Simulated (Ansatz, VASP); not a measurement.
# Fe in two plane-wave programs, part 2 of 2

Wanted: the spread between two codes on one cell, functional and k mesh. The cell is taken from a series of VASP runs on this material, whose earlier steps may have relaxed, scaled or displaced it; both programs get it as it stands.

VASP 6.6.1 and Ansatz 0.2.0.

So far: The structure; Ansatz: relaxation of cell and atoms, LDA; VASP: relaxation of cell and atoms, LDA.

## 3. VASP: relaxation of cell and atoms, LDA (continued)

Level of this step: LDA, spin-polarised from a ferromagnetic start (one magnetic atom a cell); plane waves and PAW (Fe) (VASP).

Numbers of over 12 decimals in the logs are rounded to 6 here.

Parts of OUTCAR (step 3):

```text
ion  position               nearest neighbor table
   1  0.000  0.000  0.000-

  LATTYP: Found a body centered cubic cell.
 ALAT       =     2.7484408692

 Subroutine GETGRP returns: Found 48 space group operations
 (whereof 48 operations were pure point group operations)

The static configuration has the point symmetry O_h .

 Found     84 irreducible k-points:

   k-points           NKPTS =     84   k-points in BZ     NKDIM =     84   number of bands    NBANDS=     10

   dimension x,y,z NGX =    16 NGY =   16 NGZ =   16
   dimension x,y,z NGXF=    32 NGYF=   32 NGZF=   32

   ENCUT  =  400.0 eV  29.40 Ry    5.42 a.u.   3.88  3.88  3.88*2*pi/ulx,y,z

   NELECT =       8.0000    total number of electrons

 k-points in reciprocal lattice and weights: Automatic mesh
   0.00000000  0.00000000  0.00000000       0.000
   0.07692308  0.00000000  0.00000000       0.005
   0.15384615  0.00000000  0.00000000       0.005
   0.23076923  0.00000000  0.00000000       0.005
   0.30769231  0.00000000  0.00000000       0.005
   0.38461538  0.00000000  0.00000000       0.005
   0.46153846  0.00000000  0.00000000       0.005
   0.07692308  0.07692308  0.00000000       0.011
   0.15384615  0.07692308  0.00000000       0.022
[...]
-0.46153846 -0.46153846  0.38461538       0.004
  -0.46153846  0.46153846  0.46153846       0.003

 average (electrostatic) potential at core
       1 -43.0268

 E-fermi :   6.8151

 spin component 1
 k-point     1 :       0.0000    0.0000    0.0000
  band No.  band energies     occupation
    ...
      2       4.2335      1.00000
      3       4.2335      1.00000
      4       4.2335      1.00000
      5       5.7971      1.00000
      6       5.7971      1.00000
      7      32.4603      0.00000
      8      32.4603      0.00000
      9      32.4603      0.00000
     10      38.2327      0.00000

 k-point     2 :       0.0769    0.0000    0.0000
  band No.  band energies     occupation
    ...
      2       4.1550      1.00000
      3       4.2254      1.00000
      4       4.3861      1.00000
      5       5.7191      1.00000
      6       5.8040      1.00000
      7      31.0272      0.00000
      8      32.1267      0.00000
      9      32.3567      0.00000
     10      37.5113      0.00000

 k-point     3 :       0.1538    0.0000    0.0000
  band No.  band energies     occupation
    ...
      2       3.9410      1.00000
      3       4.1656      1.00000
      4       4.8216      1.00000
      5       5.5792      1.00000
      6       5.8260      1.00000
      7      27.9767      0.00000
      8      30.9214      0.00000
      9      32.1221      0.00000
     10      35.6661      0.00000

 k-point     4 :       0.2308    0.0000    0.0000
  band No.  band energies     occupation
    ...
      2       3.6491      1.00000
      3       4.0723      1.00000
      4       5.4730      1.00000
      5       5.5531      1.00000
      6       5.8681      1.00000
      7      24.4017      0.00000
      8      29.2131      0.00000
      9      31.8766      0.00000
     10      33.1090      0.00000

 k-point     5 :       0.3077    0.0000    0.0000
  band No.  band energies     occupation
    ...
      2       3.3507      1.00000
      3       4.3312      1.00000
      4       5.6650      1.00000
      5       5.9268      1.00000
      6       6.2242      1.00012
      7      20.8016      0.00000
      8      27.6156      0.00000
      9      30.9102      0.00000
     10      31.6821      0.00000

 k-point     6 :       0.3846    0.0000    0.0000
  band No.  band energies     occupation
      1       1.2093      1.00000
      2       3.1118      1.00000
      3       5.3732      1.00000
      4       5.8849      1.00000
      5       5.9877      1.00000
      6       6.9050      0.15875
      7      17.5506      0.00000
      8      26.4316      0.00000
      9      29.2556      0.00000
     10      31.5544      0.00000

  Total        0.0017478      0.0017478      0.0017478     -0.0000000     -0.0000000     -0.0000000
  in kB        0.2701535      0.2701535      0.2701535     -0.0000000     -0.0000000     -0.0000000
  external PRESSURE =       0.2701535 kB  Pullay stress =       0.0000000 kB

  energy-cutoff  :      400.00
  volume of cell :       10.37
      direct lattice vectors                 reciprocal lattice vectors
    -1.373538549  1.373538549  1.373538549     0.000000000  0.364023274  0.364023274
     1.373538549 -1.373538549  1.373538549     0.364023274  0.000000000  0.364023274
     1.373538549  1.373538549 -1.373538549     0.364023274  0.364023274  0.000000000

 POSITION                                       TOTAL-FORCE (eV/Angst)
 -----------------------------------------------------------------------------------
      0.00000      0.00000      0.00000         0.000000     -0.000000     -0.000000
 -----------------------------------------------------------------------------------
    total drift:                                0.000000     -0.000000      0.000000

  FREE ENERGIE OF THE ION-ELECTRON SYSTEM (eV)
  ---------------------------------------------------
  free  energy   TOTEN  =        -9.2272423816 eV

  energy  without entropy=       -9.2274063933  energy(sigma->0) =       -9.22729705

 reached required accuracy - stopping structural energy minimisation

 total charge
# of ion       s       p       d       tot
------------------------------------------
    1        0.528   0.621   6.335   7.484

 magnetization (x)
# of ion       s       p       d       tot
------------------------------------------
    1       -0.010  -0.035   1.999   1.954

[... 6 further parts left out ...]
```

CONTCAR:

```
Fe
   1.00000000000000
    -1.3735385487407441    1.3735385487407441    1.3735385487407441
     1.3735385487407441   -1.3735385487407441    1.3735385487407441
     1.3735385487407441    1.3735385487407441   -1.3735385487407441
  Fe
     1
Direct
     0.0000000000000000    0.0000000000000000    0.0000000000000000
```

The cell holds one magnetic atom, so no antiferromagnetic order fits into it.

## 4. Differences

Known differences besides the potentials themselves: the two LDA forms differ slightly; both relaxations stop at a tolerance, which leaves soft axes loose, and VASP keeps its plane-wave basis; the data sets hold 16 valence electrons in Ansatz (default PAW (the set named soft_2) files) and 8 in VASP; the cutoff is 420 eV in Ansatz and 400 eV in VASP; VASP's log shows a relativistic correction to its local exchange, Ansatz's none; Ansatz adds a Pulay correction to the stress that steers its cell, VASP none; site moments are counted in spheres of each program's own size. Total energies have different zeros and are not compared.

Compared:

```csv
quantity,Ansatz,VASP,difference
volume (Å³),10.41,10.37,+0.43 %
"edge a after relaxation, in the typed setting (Å)",2.382,2.379,+0.15 %
total moment (μB),2.01,1.99,+0.02
moment on Fe1 (μB),2.01,1.95,+0.06
```

The walks stopped with 0.01 GPa left in Ansatz and 0.03 GPa in VASP; each walk ends within a tolerance, so the volume difference is uncertain by about these residues over the bulk modulus, most in soft cells.

## 5. Results

- difference in volume (relaxation of cell and atoms, LDA): 0.43 %

What this shows: The difference in volume is 0.43 % (relaxation of cell and atoms, LDA), within the 1.2 % picked in this series as the mark of a large difference, as far as the stopping tolerances let one tell. Such differences can come from data sets, numerical settings and the points named under the comparisons, not from the functional's error against experiment.

[Lines on the potential files, build, host, timing and source positions are cut from VASP's logs without a mark.]

[Logs are printed without paths, hosts, clocks, repeated set-up lines and the standing remarks that a program may print on its own settings, such as how far it seeks lower states.]

[Hosts, paths, dates, database ids (printed as entryN), source tags and the programs' standing remarks are cut or masked in the printed files.]
